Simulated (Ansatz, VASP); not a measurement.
# Cross-check of Ta12Al14O51 (aluminium tantalate glass 54Al2O3-46Ta2O5) between VASP and Ansatz

Aim: how closely do two programs agree when they are given the same cell, functional and k mesh? The structure shown is the start of the Ansatz relaxation below; VASP solves that cell, so the two are compared at the walk's first step.

Method: plane waves, with VASP 6.6.1 beside it; single point at r2SCAN, in Ansatz 0.2.0.

## (1) The structure

The cell holds 77 atoms: 14 Al, 12 Ta and 51 O. Its edges and angles: a = 9.893 Å, b = 10.135 Å, c = 9.942 Å, α = 90.0°, β = 90.0°, γ = 90.0°. As first built, before any earlier steps moved the atoms (in the runner's words): 77 atoms (14 Al, 12 Ta, 51 O) placed at random at 6.01 g/cm^3 and pushed apart to contact distance.

## (2) Ansatz: relaxation, r2SCAN

Ansatz runs on its default PAW (the set named soft_2) files.

The two programs are compared at the cell with which this relaxation starts, whose forces are those of its first step.

Input file input.yaml:

```yaml
crystal:
  lattice:
    - [9.89341, 0.0, 0.0]
    - [0.0, 10.13533, 0.0]
    - [0.0, 0.0, 9.94196]
  atoms:
    - { symbol: Al, position: [0.32885, 0.60791, 0.38293] }
    - { symbol: Al, position: [0.76501, 0.26096, 0.20669] }
    - { symbol: Al, position: [0.6784, 0.98109, 0.38414] }
    - { symbol: Al, position: [0.20438, 0.91435, 0.31614] }
    - { symbol: Al, position: [0.62371, 0.45483, 0.45258] }
    - { symbol: Al, position: [0.43952, 0.18627, 0.45536] }
    - { symbol: Al, position: [0.40519, 0.32836, 0.66775] }
    - { symbol: Al, position: [0.50333, 0.37694, 0.21774] }
    - { symbol: Al, position: [0.89933, 0.75465, 0.36243] }
    - { symbol: Al, position: [0.45309, 0.08366, 0.15577] }
    - { symbol: Al, position: [0.8334, 0.12527, 0.8751] }
    - { symbol: Al, position: [0.46275, 0.86823, 0.8834] }
    - { symbol: Al, position: [0.976, 0.44959, 0.38082] }
    - { symbol: Al, position: [0.22376, 0.06021, 0.01546] }
    - { symbol: Ta, position: [0.63964, 0.34542, 0.93157] }
    - { symbol: Ta, position: [0.80386, 0.56036, 0.66621] }
    - { symbol: Ta, position: [0.00458, 0.81925, 0.90574] }
    - { symbol: Ta, position: [0.03323, 0.33335, 0.01553] }
    - { symbol: Ta, position: [0.19787, 0.0186, 0.67388] }
    - { symbol: Ta, position: [0.77424, 0.86564, 0.6522] }
    - { symbol: Ta, position: [0.45587, 0.86415, 0.56488] }
    - { symbol: Ta, position: [0.7286, 0.90458, 0.10039] }
    - { symbol: Ta, position: [0.3479, 0.52135, 0.94771] }
    - { symbol: Ta, position: [0.94933, 0.15412, 0.43232] }
    - { symbol: Ta, position: [0.09435, 0.33006, 0.69151] }
    - { symbol: Ta, position: [0.11536, 0.64363, 0.19489] }
    - { symbol: O, position: [0.85074, 0.97144, 0.79531] }
    - { symbol: O, position: [0.86713, 0.7874, 0.03913] }
    - { symbol: O, position: [0.84619, 0.72269, 0.77571] }
    - { symbol: O, position: [0.32779, 0.17868, 0.59914] }
    - { symbol: O, position: [0.77108, 0.13043, 0.33051] }
    - { symbol: O, position: [0.0431, 0.13192, 0.62024] }
    - { symbol: O, position: [0.04444, 0.32557, 0.49792] }
    - { symbol: O, position: [0.78151, 0.85795, 0.2868] }
    - { symbol: O, position: [0.17094, 0.41102, 0.89335] }
    - { symbol: O, position: [0.16025, 0.53298, 0.36094] }
    - { symbol: O, position: [0.80365, 0.06465, 0.04214] }
    - { symbol: O, position: [0.45892, 0.37535, 0.83105] }
    - { symbol: O, position: [0.63779, 0.83127, 0.49359] }
    - { symbol: O, position: [0.386, 0.70022, 0.52474] }
    - { symbol: O, position: [0.67767, 0.19889, 0.82558] }
    - { symbol: O, position: [0.46463, 0.50172, 0.34854] }
    - { symbol: O, position: [0.07059, 0.05117, 0.35455] }
    - { symbol: O, position: [0.25589, 0.42112, 0.65215] }
    - { symbol: O, position: [0.03099, 0.4891, 0.10844] }
    - { symbol: O, position: [0.7352, 0.47262, 0.8273] }
    - { symbol: O, position: [0.98229, 0.47556, 0.70071] }
    - { symbol: O, position: [0.41924, 0.22565, 0.2831] }
    - { symbol: O, position: [0.27954, 0.53676, 0.11824] }
    - { symbol: O, position: [0.58185, 0.98112, 0.22168] }
    - { symbol: O, position: [0.93646, 0.29873, 0.28321] }
    - { symbol: O, position: [0.82581, 0.00549, 0.525] }
    - { symbol: O, position: [0.40585, 0.01957, 0.98097] }
    - { symbol: O, position: [0.59826, 0.83289, 0.99316] }
    - { symbol: O, position: [0.62818, 0.56812, 0.5965] }
    - { symbol: O, position: [0.82023, 0.4581, 0.49336] }
    - { symbol: O, position: [0.5906, 0.86222, 0.72949] }
    - { symbol: O, position: [0.92958, 0.59969, 0.29209] }
    - { symbol: O, position: [0.66888, 0.38403, 0.29066] }
    - { symbol: O, position: [0.28389, 0.01092, 0.19076] }
    - { symbol: O, position: [0.81856, 0.32432, 0.04095] }
    - { symbol: O, position: [0.87253, 0.7296, 0.53734] }
    - { symbol: O, position: [0.15014, 0.21225, 0.08397] }
    - { symbol: O, position: [0.52496, 0.03681, 0.47537] }
    - { symbol: O, position: [0.39051, 0.6888, 0.89121] }
    - { symbol: O, position: [0.52985, 0.32063, 0.53803] }
    - { symbol: O, position: [0.36067, 0.91314, 0.73334] }
    - { symbol: O, position: [0.28261, 0.7426, 0.27216] }
    - { symbol: O, position: [0.12014, 0.7033, 0.99589] }
    - { symbol: O, position: [0.05286, 0.81151, 0.28646] }
    - { symbol: O, position: [0.27364, 0.93972, 0.48934] }
    - { symbol: O, position: [0.09264, 0.8718, 0.73201] }
    - { symbol: O, position: [0.21199, 0.11977, 0.8289] }
    - { symbol: O, position: [0.5848, 0.23303, 0.09882] }
    - { symbol: O, position: [0.51089, 0.46497, 0.05233] }
    - { symbol: O, position: [0.96759, 0.24558, 0.84405] }
    - { symbol: O, position: [0.0743, 0.96482, 0.99044] }
kpoints:
  mp_grid: { grid: [1, 1, 1] }
hamiltonian:
  xc: r2scan
scf:
  occupations: { method: fixed }
output:
  forces: true
  stress: true
relax:
  f_tol: 0.04
  max_steps: 60
  cell: { stress_tol: 0.1, fix: [alpha, beta, gamma] }
```

Launch:

```
> ansatz run input.yaml --threads 8 --pin off --max-ram 15360MiB --backend cpu --events-out ev --progress --plain --runs-dir out
```

Numbers of over 12 decimals in the logs are rounded to 6 here.

Output:

```text
The last accepted step is kept in <dir> (removed where the run ends without a failure and the disk answers)
Engine: ansatz 0.2.0, x86_64-unknown-linux-gnu
Pseudopotentials: kind: paw
Pseudopotential: Al, paw, valence charge 3, recommended cutoff 500 eV (meta_gga), Al.paw.azcp
Pseudopotential: Ta, paw, valence charge 13, recommended cutoff 500 eV (meta_gga), Ta.paw.azcp
Pseudopotential: O, paw, valence charge 6, recommended cutoff 500 eV (meta_gga), O.paw.azcp
Functional definition: r2SCAN
  parameter k0 = 0.174
  parameter k1 = 0.065
  parameter a1 = 4.9479
  exchange = r2scan_x(k0 = k0, k1 = k1, a1 = a1)
  correlation = r2scan_c
Crystal: 77 atoms, lattice volume = 996.910 Å³
Basis set: ecut = 500 eV, 25301 PW (Γ), exchange–correlation on 300×300×300 points (64 copies of the dense FFT grid, shifted against one another)
Bands: 329, of which v1, the nominal top of the filled ones, is band 252 counted from 1 (251 counted from 0)
Symmetry: 1 space group operations
Space group: P1 (ITA 1), of the structure as read, at distance tolerance 1.0e-4 Å
k-points: 1
Non-local potential: Al, projectors of the file, l = 0: 2, l = 1: 2, l = 2: 1
Non-local potential: Ta, projectors of the file, l = 0: 3, l = 1: 2, l = 2: 2, l = 3: 1
Non-local potential: O, projectors of the file, l = 0: 2, l = 1: 2, l = 2: 1
PAW form: soft (Blöchl's): semilocal exchange-correlation on the pseudo side does not see the compensation charge
PAW frozen core: Al, regenerated for the run's functional (the file was generated under x = pbe(κ = 0.804, μ = 0.219515), c = pbe(β = 0.066725))
PAW frozen core: Ta, regenerated for the run's functional (the file was generated under x = pbe(κ = 0.804, μ = 0.219515), c = pbe(β = 0.066725))
PAW frozen core: O, regenerated for the run's functional (the file was generated under x = pbe(κ = 0.804, μ = 0.219515), c = pbe(β = 0.066725))
PAW one-centre angular grid: Al, 302 points (default); XC on 160 Gauss nodes
PAW one-centre angular grid: Ta, 590 points (default); XC on 160 Gauss nodes
PAW one-centre angular grid: O, 302 points (default); XC on 160 Gauss nodes
Initial density: superposition of atomic densities (neutral atoms: chi_scale 0, normalization atom), corrected by the library's trained network
Initial wavefunctions: pseudopotential atomic-orbital guess
Functional: x = r2scan, c = r2scan; τ floored in thin density (d = 2e-4 eV/Å³)
SCF iter   1: F=—  HF=-155991.611092 eV  |F-HF|=—  |Δ(HF+E_count)|=         —  Δρ=1.10e-2  dr2=1.41e0  dr2_τ=4.90e0  ethr=1.77e-3  ⟨swp⟩=5.0  Hψ=999  notcnv=0  defer=72
preconditioner: auto → Resta (q_TF=auto, 2.435 Å⁻¹)  ε∞=4.1  [insulator: Δε(μ)=3.511 eV  Ē_g=13.563 eV  n_scr=250 (ndim 8)  ℏωp=23.8 eV  f_vac=0.129  ε∞_Penn≈4.1]
SCF iter   2: F=—  HF=-155993.431615 eV  |F-HF|=—  |Δ(HF+E_count)|=    1.82e0  Δρ=5.99e-3  dr2=1.59e-1  dr2_τ=7.17e-2  ethr=2.80e-4  ⟨swp⟩=3.0  Hψ=543  notcnv=0  defer=75
SCF iter   3: F=—  HF=-155993.437761 eV  |F-HF|=—  |Δ(HF+E_count)|=   6.15e-3  Δρ=2.88e-3  dr2=5.48e-2  dr2_τ=4.74e-3  ethr=3.16e-5  ⟨swp⟩=2.0  Hψ=425  notcnv=0  defer=74
automatic band count: iteration 3 solves 328 bands in place of 329: the levels show a gap, and the empty bands left out lie too high to hold charge; the band table lists the bands solved (type scf.n_extra_bands for more)
SCF iter   4: F=—  HF=-155993.437327 eV  |F-HF|=—  |Δ(HF+E_count)|=   4.34e-4  Δρ=8.99e-4  dr2=7.25e-3  dr2_τ=1.30e-3  ethr=1.09e-5  ⟨swp⟩=3.0  Hψ=433  notcnv=0  defer=74
SCF iter   5: F=—  HF=-155993.436334 eV  |F-HF|=—  |Δ(HF+E_count)|=   9.93e-4  Δρ=2.57e-4  dr2=6.52e-4  dr2_τ=7.27e-5  ethr=1.44e-6  ⟨swp⟩=2.0  Hψ=434  notcnv=0  defer=74
SCF iter   6: F=—  HF=-155993.436490 eV  |F-HF|=—  |Δ(HF+E_count)|=   1.56e-4  Δρ=1.23e-4  dr2=1.79e-4  dr2_τ=1.93e-5  ethr=1.29e-7  ⟨swp⟩=2.0  Hψ=434  notcnv=0  defer=72
SCF iter   7: F=—  HF=-155993.436514 eV  |F-HF|=—  |Δ(HF+E_count)|=   2.39e-5  Δρ=4.96e-5  dr2=2.85e-5  dr2_τ=3.23e-6  ethr=3.55e-8  ⟨swp⟩=2.0  Hψ=434  notcnv=0  defer=68
SCF iter   8: F=—  HF=-155993.434485 eV  |F-HF|=—  |Δ(HF+E_count)|=   2.03e-3  Δρ=1.95e-5  dr2=4.70e-6  dr2_τ=4.40e-7  ethr=5.66e-9  ⟨swp⟩=2.0  Hψ=501  notcnv=0  defer=68
SCF iter   9: F=—  HF=-155993.434487 eV  |F-HF|=—  |Δ(HF+E_count)|=   2.26e-6  Δρ=1.07e-5  dr2=1.21e-6  dr2_τ=1.44e-7  ethr=9.32e-10  ⟨swp⟩=2.0  Hψ=434  notcnv=0  defer=68
SCF iter  10: F=-155993.434488 eV  HF=-155993.434488 eV  |F-HF|=4.37e-8  |Δ(HF+E_count)|=   1.62e-7  Δρ=2.86e-6  dr2=9.43e-8  dr2_τ=1.11e-8  ethr=1.98e-11  ⟨swp⟩=3.0  Hψ=1244  notcnv=0
SCF 1 converged in 10 iterations: F = -155993.434488 eV  dr2 = 9.43e-8
  greatest PAW one-centre occupation: 0.998 electrons in one spin orbital (limit 2), on the Ta atom at site 23 (counted from 0), in its partial waves of l = 0
[...]
atom  44  O     -0.00868069     0.00242359    -0.00050861
  atom  45  O     -0.00928563    -0.00879189    -0.00278119
  atom  46  O     -0.00214463     0.00333149    -0.00036529
  atom  47  O     -0.00723140     0.01459547    -0.00687901
  atom  48  O      0.00612203    -0.00513806    -0.00324219
  atom  49  O     -0.01147586     0.00535312     0.00889781
  atom  50  O      0.01275477    -0.00417302    -0.00998972
  atom  51  O      0.00301271     0.00488629     0.00294417
  atom  52  O      0.00250915     0.00215951    -0.00334441
  atom  53  O      0.00687901     0.00508918     0.00228720
  atom  54  O      0.01103663     0.00182902     0.00456042
  atom  55  O      0.00462511     0.00356108    -0.00279017
  atom  56  O     -0.00348331     0.00161201     0.00081466
  atom  57  O      0.01606216     0.00108993     0.00126031
  atom  58  O     -0.00885724     0.00465490     0.00713909
  atom  59  O      0.00167392    -0.00030701    -0.00191619
  atom  60  O     -0.00305059     0.00273621     0.00259374
  atom  61  O      0.00728951     0.00080249     0.00601563
  atom  62  O      0.00680504    -0.00657456    -0.00482290
  atom  63  O      0.00154220     0.00333165    -0.00218646
  atom  64  O      0.00449161     0.00004362     0.00123429
  atom  65  O      0.00152229    -0.00097175     0.00213212
  atom  66  O      0.00302730     0.00020495    -0.00114253
  atom  67  O     -0.00003139    -0.00308839    -0.00207806
  atom  68  O     -0.00405541    -0.00142760     0.00138496
  atom  69  O     -0.00170532     0.00665031    -0.00942533
  atom  70  O     -0.00465114     0.00873995     0.00313270
  atom  71  O     -0.00026810    -0.00043190     0.00184293
  atom  72  O     -0.01492213    -0.01429488     0.01283957
  atom  73  O     -0.00214711    -0.00266569    -0.01324013
  atom  74  O      0.00680857    -0.00448808    -0.00114908
  atom  75  O     -0.00349563    -0.00698656     0.00969698
  atom  76  O     -0.00609445    -0.01168584     0.00782079
  atom  77  O      0.00019598    -0.00405807    -0.00017044
  max |Σ_I F_I| component: 8.40e-5 eV/Å
--- Stress (GPa, compression-positive) ---
        0.028920      -4.201745      -0.549898
       -4.201746       0.007880       0.393585
       -0.549840       0.393560       0.035489
  P = ⅓ Tr σ = 0.0241 GPa (0.241 kbar)
--- Relaxed structure (7 steps of the walk, 6 accepted, 1 SCFs on fresh bases) ---
  F+E_penalty+E_count = -155993.90167109 eV   max|allowed force component| = 2.805e-2 eV/Å   (the final SCF, on the basis selected at the relaxed cell)
  cell:  # Å, volume = 961.3706 Å³
    - [9.773526, 0, 0]
    - [0, 10.009591, 0]
    - [0, 0, 9.827051]
  atoms:
    - { symbol: Al, position: [0.326788, 0.606936, 0.384081] }
    - { symbol: Al, position: [0.763881, 0.260064, 0.205412] }
    - { symbol: Al, position: [0.677498, 0.981549, 0.386214] }
    - { symbol: Al, position: [0.205084, 0.914026, 0.314688] }
    - { symbol: Al, position: [0.624984, 0.454555, 0.451491] }
    - { symbol: Al, position: [0.437895, 0.186576, 0.454840] }
    - { symbol: Al, position: [0.405595, 0.332564, 0.664934] }
    - { symbol: Al, position: [0.500991, 0.378335, 0.217583] }
    - { symbol: Al, position: [0.900187, 0.753937, 0.363602] }
    - { symbol: Al, position: [0.454006, 0.084793, 0.154839] }
    - { symbol: Al, position: [0.833825, 0.124710, 0.876679] }
    - { symbol: Al, position: [0.463682, 0.868177, 0.884396] }
    - { symbol: Al, position: [0.977648, 0.448820, 0.380911] }
    - { symbol: Al, position: [0.224836, 0.063126, 0.013700] }
    - { symbol: Ta, position: [0.637132, 0.344171, 0.931261] }
    - { symbol: Ta, position: [0.805468, 0.557601, 0.666828] }
    - { symbol: Ta, position: [0.00621001, 0.818156, 0.904539] }
    - { symbol: Ta, position: [0.030317, 0.333251, 0.018798] }
    - { symbol: Ta, position: [0.196812, 0.018473, 0.672141] }
    - { symbol: Ta, position: [0.774746, 0.864082, 0.653888] }
    - { symbol: Ta, position: [0.455362, 0.861956, 0.565950] }
    - { symbol: Ta, position: [0.731543, 0.904446, 0.102347] }
    - { symbol: Ta, position: [0.344654, 0.521907, 0.946386] }
    - { symbol: Ta, position: [0.949228, 0.155127, 0.432577] }
    - { symbol: Ta, position: [0.099386, 0.327486, 0.693417] }
    - { symbol: Ta, position: [0.113702, 0.643785, 0.192243] }
    - { symbol: O, position: [0.851079, 0.968747, 0.799960] }
    - { symbol: O, position: [0.873078, 0.785926, 0.044267] }
    - { symbol: O, position: [0.848177, 0.720695, 0.778305] }
    - { symbol: O, position: [0.321778, 0.183966, 0.595939] }
    - { symbol: O, position: [0.769108, 0.132683, 0.333212] }
    - { symbol: O, position: [0.039247, 0.131125, 0.622076] }
    - { symbol: O, position: [0.048119, 0.324478, 0.496950] }
    - { symbol: O, position: [0.783597, 0.860125, 0.289791] }
    - { symbol: O, position: [0.170371, 0.409443, 0.892449] }
    - { symbol: O, position: [0.158349, 0.531645, 0.359132] }
    - { symbol: O, position: [0.806781, 0.067030, 0.046509] }
    - { symbol: O, position: [0.456914, 0.376040, 0.830158] }
    - { symbol: O, position: [0.637259, 0.829427, 0.493526] }
    - { symbol: O, position: [0.382043, 0.697967, 0.528122] }
    - { symbol: O, position: [0.677012, 0.196256, 0.825267] }
    - { symbol: O, position: [0.463681, 0.501551, 0.350084] }
    - { symbol: O, position: [0.070448, 0.050739, 0.354757] }
    - { symbol: O, position: [0.257294, 0.427608, 0.651935] }
    - { symbol: O, position: [0.022792, 0.497114, 0.098384] }
    - { symbol: O, position: [0.734611, 0.472041, 0.828007] }
    - { symbol: O, position: [0.983171, 0.471855, 0.701798] }
    - { symbol: O, position: [0.418134, 0.226316, 0.282833] }
    - { symbol: O, position: [0.277554, 0.532337, 0.119697] }
    - { symbol: O, position: [0.582083, 0.980823, 0.222679] }
[...]
- { symbol: O, position: [0.052978, 0.811579, 0.286026] }
    - { symbol: O, position: [0.273249, 0.940031, 0.489150] }
    - { symbol: O, position: [0.091080, 0.869921, 0.727536] }
    - { symbol: O, position: [0.211751, 0.126135, 0.825742] }
    - { symbol: O, position: [0.583396, 0.230644, 0.098493] }
    - { symbol: O, position: [0.509281, 0.464742, 0.051923] }
    - { symbol: O, position: [0.967796, 0.245132, 0.847165] }
    - { symbol: O, position: [0.075656, 0.966781, 0.987022] }
```

The column dr2 measures how far the density is from self-consistency, as an energy; F and HF (Harris–Foulkes) agree once it is small.

[end of part 1 of 2]

[Lines on the potential files, build, host, timing and source positions are cut from VASP's logs without a mark.]

[Logs are printed without paths, hosts, clocks, repeated set-up lines and the standing remarks that a program may print on its own settings, such as how far it seeks lower states.]

[Hosts, paths, dates, database ids (printed as entryN), source tags and the programs' standing remarks are cut or masked in the printed files.]
